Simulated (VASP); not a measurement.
Input:

```
CELL_PARAMETERS angstrom
     10.93707     0.00000     0.00000
      0.00000    10.93707     0.00000
      0.00000     0.00000    10.93707
ATOMIC_POSITIONS crystal
  Si 0.50000 0.00000 0.00000
  Si 0.62500 0.12500 0.12500
  Si 0.75000 0.25000 0.00000
  Si 0.87500 0.37500 0.12500
  Si 0.75000 0.00000 0.25000
  Si 0.87500 0.12500 0.37500
  Si 0.00000 0.00000 0.00000
  Si 0.12500 0.12500 0.12500
  Si 0.25000 0.25000 0.00000
  Si 0.37500 0.37500 0.12500
  Si 0.50000 0.50000 0.00000
  Si 0.62500 0.62500 0.12500
  Si 0.75000 0.75000 0.00000
  Si 0.87500 0.87500 0.12500
  Si 0.25000 0.00000 0.25000
  Si 0.37500 0.12500 0.37500
  Si 0.49706 0.25222 0.24929
  Si 0.74932 0.50124 0.25021
  Si 0.87500 0.62500 0.37500
  Si 0.50000 0.00000 0.50000
  Si 0.62500 0.12500 0.62500
  Si 0.74824 0.25085 0.49756
  Si 0.87500 0.37500 0.62500
  Si 0.75000 0.00000 0.75000
  Si 0.87500 0.12500 0.87500
  Si 0.00000 0.50000 0.00000
  Si 0.12500 0.62500 0.12500
  Si 0.25000 0.75000 0.00000
  Si 0.37500 0.87500 0.12500
  Si 0.00000 0.25000 0.25000
  Si 0.12500 0.37500 0.37500
  Si 0.25000 0.50000 0.25000
  Si 0.37500 0.62500 0.37500
  Si 0.50000 0.75000 0.25000
  Si 0.62500 0.87500 0.37500
  Si 0.00000 0.00000 0.50000
  Si 0.12500 0.12500 0.62500
  Si 0.25000 0.25000 0.50000
  Si 0.37500 0.37500 0.62500
  Si 0.62500 0.62500 0.62500
  Si 0.75000 0.75000 0.50000
  Si 0.87500 0.87500 0.62500
  Si 0.25000 0.00000 0.75000
  Si 0.37500 0.12500 0.87500
  Si 0.50000 0.25000 0.75000
  Si 0.62500 0.37500 0.87500
  Si 0.75000 0.50000 0.75000
  Si 0.87500 0.62500 0.87500
  Si 0.00000 0.75000 0.25000
  Si 0.12500 0.87500 0.37500
  Si 0.00000 0.50000 0.50000
  Si 0.12500 0.62500 0.62500
  Si 0.25000 0.75000 0.50000
  Si 0.37500 0.87500 0.62500
  Si 0.00000 0.25000 0.75000
  Si 0.12500 0.37500 0.87500
  Si 0.25000 0.50000 0.75000
  Si 0.37500 0.62500 0.87500
  Si 0.50000 0.75000 0.75000
  Si 0.62500 0.87500 0.87500
  Si 0.00000 0.75000 0.75000
  Si 0.12500 0.87500 0.87500
  N  0.49752 0.50147 0.49662
```
Cell charge +1.

Computed with PBE GGA, VASP's PBE PAW potentials (set 64) (plane waves; VASP). Run with PREC = Normal, LREAL = Auto, ISYM = 0, NELECT = 252.0, EDIFF = 1E-5, 400 eV cut-off, 1×1×1 Γ-centred mesh, Gaussian smearing of 0.050 eV, potentials Si N. Starting moments (MAGMOM): 63*0.0317. The cell's moment is fixed (NUPDOWN = 2).

The cell is charged, with a uniform compensating background. The supercell is sampled at Γ alone, which is coarse: total energies, pressure and levels can be off, energies of defects by several tenths of an eV.

Q: The ions are relaxed. Give the cell that the relaxation ends in.

A: 
```
CELL_PARAMETERS angstrom
     10.93707     0.00000     0.00000
      0.00000    10.93707     0.00000
      0.00000     0.00000    10.93707
ATOMIC_POSITIONS crystal
  Si 0.49858 0.99910 0.99907
  Si 0.62992 0.12188 0.12182
  Si 0.75180 0.24812 0.99581
  Si 0.87806 0.36989 0.12185
  Si 0.75192 0.99618 0.24833
  Si 0.87819 0.12178 0.37046
  Si 0.00018 0.99978 0.99956
  Si 0.12921 0.12331 0.12315
  Si 0.25277 0.25086 0.99995
  Si 0.37969 0.37576 0.12899
  Si 0.49948 0.50041 0.00018
  Si 0.62408 0.61996 0.12921
  Si 0.74912 0.74714 0.00004
  Si 0.87659 0.87078 0.12319
  Si 0.25305 0.00048 0.25064
  Si 0.38041 0.12969 0.37570
  Si 0.50682 0.24662 0.24542
  Si 0.75343 0.49293 0.24562
  Si 0.87026 0.61949 0.37579
  Si 0.49991 0.00064 0.50021
  Si 0.62494 0.12967 0.61947
  Si 0.75299 0.24732 0.49110
  Si 0.87043 0.37506 0.61965
  Si 0.74896 0.00063 0.74671
  Si 0.87670 0.12324 0.87062
  Si 0.00089 0.50140 0.99910
  Si 0.12990 0.62195 0.13066
  Si 0.24876 0.75124 0.00402
  Si 0.37802 0.87008 0.13069
  Si 0.00389 0.24797 0.24831
  Si 0.12581 0.37461 0.37431
  Si 0.25967 0.50030 0.26205
  Si 0.38848 0.61148 0.40534
  Si 0.49967 0.74032 0.26209
  Si 0.62537 0.87416 0.37430
  Si 0.00105 0.99891 0.50093
  Si 0.12969 0.13072 0.62169
  Si 0.25945 0.26214 0.49983
  Si 0.38815 0.40508 0.61202
  Si 0.59489 0.61180 0.61202
  Si 0.73787 0.74054 0.49983
  Si 0.86927 0.87027 0.62172
  Si 0.24876 0.00446 0.75100
  Si 0.37812 0.13062 0.87013
  Si 0.50019 0.26194 0.74031
  Si 0.62545 0.37452 0.87410
  Si 0.73806 0.49982 0.74033
  Si 0.86934 0.62182 0.87015
  Si 0.99947 0.74692 0.25058
  Si 0.12681 0.87303 0.37495
  Si 0.99944 0.50014 0.50028
  Si 0.12236 0.62709 0.62668
  Si 0.25023 0.74977 0.50326
  Si 0.37291 0.87766 0.62666
  Si 0.99936 0.25106 0.74677
  Si 0.12641 0.37510 0.87318
  Si 0.24978 0.50393 0.74989
  Si 0.37294 0.62705 0.87738
  Si 0.49606 0.75020 0.74983
  Si 0.62477 0.87351 0.87321
  Si 0.99558 0.75125 0.75099
  Si 0.12486 0.87512 0.87489
  N  0.46793 0.53206 0.53267
```
Cell charge +1. The cell ends with 2.00 μB, on the first 30 sites 0.02 0.01 0.01 0.01 0.01 0.01 0.01 0.01 0.01 0.01 0.01 0.01 0.01 0.01 0.01 0.01 0.04 0.03 0.01 0.01 0.01 0.08 0.01 0.01 0.01 0.02 0.01 0.01 0.01 0.01 μB.

Q: How much energy does the relaxation gain?

A: The energy (σ→0) changes by -44.6 meV/atom, in 23 ionic steps.

The cell is a supercell with a defect, built from Si (diamond): N_Si-vac_Si, charge +1.
